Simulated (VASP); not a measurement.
An input for Quantum ESPRESSO's pw.x (written as the equivalent of a VASP run, and not itself run):

```
&CONTROL
  calculation = 'vc-relax'
  pseudo_dir = './pseudo'
  outdir = './out'
  tprnfor = .true.
  tstress = .true.
  nstep = 60
  forc_conv_thr = 0.00039
/
&SYSTEM
  ibrav = 0
  nat = 2
  ntyp = 1
  ecutwfc = 84
  occupations = 'smearing'
  smearing = 'methfessel-paxton'
  degauss = 0.00735
  input_dft = 'pbesol'
/
&ELECTRONS
  conv_thr = 7.3e-08
  electron_maxstep = 100
/
&IONS
/
&CELL
/
ATOMIC_SPECIES
  Zn 65.380 Zn.upf
CELL_PARAMETERS angstrom
     1.3300000   -2.3036280    0.0000000
     1.3300000    2.3036280    0.0000000
     0.0000000    0.0000000    4.9500000
ATOMIC_POSITIONS crystal
  Zn   0.3333330  0.6666670  0.2500000
  Zn   0.6666670  0.3333330  0.7500000
K_POINTS automatic
  14 14 7 0 0 0
```

### Question
Translate this input to VASP (INCAR, KPOINTS, POSCAR, choice of POTCAR).

### Answer
Several could match; the one computed here: 
**KPOINTS**
```
K-points
0
gamma
 14 14 7
```

**INCAR**
```
SYSTEM = Zn
PREC = Accurate
ENCUT = 400
EDIFF = 1E-6
NELM = 100
ALGO = Normal
LREAL = .FALSE.
LASPH = .TRUE.
ISMEAR = 1
SIGMA = 0.1
GGA = PS
LMAXMIX = 4
LWAVE = .FALSE.
LCHARG = .FALSE.
IBRION = 2
ISIF = 3
NSW = 60
EDIFFG = -0.01
```

**POSCAR**
```
Zn
1.0
  1.3300000000  -2.3036280000   0.0000000000
  1.3300000000   2.3036280000   0.0000000000
  0.0000000000   0.0000000000   4.9500000000
Zn
2
direct
  0.3333330000   0.6666670000   0.2500000000
  0.6666670000   0.3333330000   0.7500000000
```

POTCAR, in this order: Zn (PBE.64 set). Program: vasp_std.

What does not carry over: the potentials are each code's own (VASP's PAW set, PseudoDojo norm-conserving files in pw.x), so ENCUT and ecutwfc are chosen apart and not converted; conv_thr bounds pw.x's estimated SCF error, while EDIFF bounds the energy change between steps; forc_conv_thr acts on force components and is met together with etot_conv_thr.

The compound is Zn in the hcp structure. This run relaxes it. Symmetry was kept, so distortions that lower it aren't found.
